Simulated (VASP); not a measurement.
Input for VASP

### INCAR
```
SYSTEM = NaF
PREC = Accurate
ENCUT = 520
EDIFF = 1E-7
NELM = 100
ALGO = Normal
LREAL = .FALSE.
LASPH = .TRUE.
ISMEAR = -5
GGA = MK
PARAM1 = 0.1234
PARAM2 = 1.0
LUSE_VDW = .TRUE.
AGGAC = 0.0
LWAVE = .FALSE.
LCHARG = .TRUE.
LORBIT = 11
NEDOS = 601
ISIF = 2
```

**KPOINTS**
```
Automatic mesh
0
Gamma
11 11 11
0 0 0
```

File POSCAR:
```
NaF
4.6341070
  0.0000000000   0.4999999995   0.4999999995
  0.4999999995   0.0000000000   0.4999999995
  0.4999999995   0.4999999995   0.0000000000
Na F
1 1
Cart
  0.9999999989   0.9999999989   0.9999999989
  0.4999999995   0.4999999995   0.4999999995
```

POTCAR, in this order: Na_pv F (PBE.64 set). Program: vasp_std.

### Question
Translate this optB86b-vdW calculation to Quantum ESPRESSO's pw.x.

### Answer
One equivalent input (not run):
```
&CONTROL
  calculation = 'scf'
  pseudo_dir = './pseudo'
  outdir = './out'
  tprnfor = .true.
  tstress = .true.
/
&SYSTEM
  ibrav = 0
  nat = 2
  ntyp = 2
  ecutwfc = 88
  occupations = 'tetrahedra'
  input_dft = 'vdw-df-ob86'
/
&ELECTRONS
  conv_thr = 7.3e-09
  electron_maxstep = 100
/
ATOMIC_SPECIES
  Na 22.990 Na.upf
  F 18.998 F.upf
CELL_PARAMETERS angstrom
    -0.0000000    2.3170535    2.3170535
     2.3170535    0.0000000    2.3170535
     2.3170535    2.3170535   -0.0000000
ATOMIC_POSITIONS crystal
  Na   1.0000000  1.0000000  1.0000000
  F    0.5000000  0.5000000  0.5000000
K_POINTS automatic
  11 11 11 0 0 0
```
What does not carry over: the potentials are each code's own (VASP's PAW set, PseudoDojo norm-conserving files in pw.x), so ENCUT and ecutwfc are chosen apart and not converted; conv_thr bounds pw.x's estimated SCF error, while EDIFF bounds the energy change between steps.

The compound is NaF in the rock salt structure. It was relaxed first.
